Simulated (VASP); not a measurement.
Lattice constant a of diamond and zinc-blende semiconductors: measurement against PBE-D3(BJ)

Computed values from VASP (plane waves, PAW); cells keep the symmetry of their structure type. Static lattice, each level at its own minimum.

Here x stands for PBE-D3(BJ) a and y for measured a.

| solid | PBE-D3(BJ) a (Å) | measured a (Å) | cut-off (eV) | basis of the measured value |
|---|---|---|---|---|
| SiC | 4.349 | 4.346 | 520 | 0 K, zero-point corrected |
| BP | 4.506 | 4.525 | 520 | 0 K, zero-point corrected |
| Si | 5.420 | 5.421 | 520 | 0 K, zero-point corrected |
| AlAs | 5.669 | 5.649 | 520 | 0 K, zero-point corrected |
| GaAs | 5.680 | 5.640 | 520 | 0 K, zero-point corrected |
| Ge | 5.699 | 5.644 | 520 | 0 K, zero-point corrected |
| InP | 5.893 | ? | 520 | 0 K, zero-point corrected |

Q: Fit y against x with a straight line, and predict the withheld value at x = 5.893.

A: With u = x - 5.2, the rows have u = -0.8510, -0.6940, 0.2200, 0.4690, 0.4800, 0.4990. Means: u 0.020500, y 5.2042. About the means, the sum of products is 1.8866 and the sum of squares of u is 1.9511; the slope is their ratio. Least squares gives y = 5.1843 + 0.96698·u. Residuals (row less fit): -0.0154, 0.0118, 0.0240, 0.0112, -0.0085, -0.0228; standard error 0.0204 (degrees of freedom: 4). The slope is 0.967 with a standard error of 0.015. Before the fit, PBE-D3(BJ) less measured has mean 0.0163, mean absolute 0.0230 and median absolute 0.0195 Å over these 6 rows. At the withheld row, u = 0.6930, so y = 5.1843 + 0.96698 × 0.6930 = 5.8544 Å. The measured value is 5.858 Å, 0.0036 Å above the prediction (0.2 % of the range of y in the table). The row lies outside the fitted rows, so this is an extrapolation. From the scatter of the fitted rows alone, a prediction at this place has a standard error of 0.0241 Å, so the miss is 0.1 times that.

Plain PBE-D3(BJ) misses this row by 0.035 Å. The rows are a random draw of 7 from the 7 solids that have both values on this basis (zero-point corrected by the source), of 15 computed in this series. Not drawn: V to Ni and open 4f shells, rows kept for tests, unfit runs, cells that left their space group, values derived or compiled from fits, values whose temperature is given only as extrapolated, encyclopaedia, home-page and unnamed sources, sources from 2025 on. Measured values as quoted by these papers, many of them computational: SiC Daniel Mejia-Rodriguez et al., Physical Review B (2018), arXiv:1807.09216; BP Daniel Mejia-Rodriguez et al., Physical Review B (2018), arXiv:1807.09216; Si Daniel Mejia-Rodriguez et al., Physical Review B (2018), arXiv:1807.09216; AlAs Daniel Mejia-Rodriguez et al., Physical Review B (2018), arXiv:1807.09216; GaAs Daniel Mejia-Rodriguez et al., Physical Review B (2018), arXiv:1807.09216; Ge Daniel Mejia-Rodriguez et al., Physical Review B (2018), arXiv:1807.09216; InP Daniel Mejia-Rodriguez et al., Physical Review B (2018), arXiv:1807.09216.
